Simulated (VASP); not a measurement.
Ni (relaxed from the omega structure, space group P6/mmm): computed properties

Method: r2SCAN meta-GGA, VASP's PBE PAW potentials (set 64) (plane waves; VASP).

```yaml
space_group: P6/mmm (191)
cell: a = b = 3.9336 Å, c = 2.3958 Å, α = β = 90.00°, γ = 120.00°
volume_per_atom: 10.70 Å³/atom
band gap (over mesh and band path): none (metal, semimetal or under 0.01 eV)
cell_moment: 2.00 μB
density: 9.11 g/cm³
```

```yaml
crystal:
  lattice:
    - [3.93363, 0.00000, 0.00000]
    - [-1.96682, 3.40663, 0.00000]
    - [0.00000, 0.00000, 2.39582]
  atoms:
    - { symbol: Ni, position: [0.00000, 0.00000, 0.00000], spin: 0.7 }
    - { symbol: Ni, position: [0.33333, 0.66667, 0.50000], spin: 0.7 }
    - { symbol: Ni, position: [0.66667, 0.33333, 0.50000], spin: 0.7 }
```

The structure was generated: Ni was put into the omega type (P6/mmm), which need not be its known phase. It was relaxed first. Symmetry was kept, so distortions that lower it aren't found.
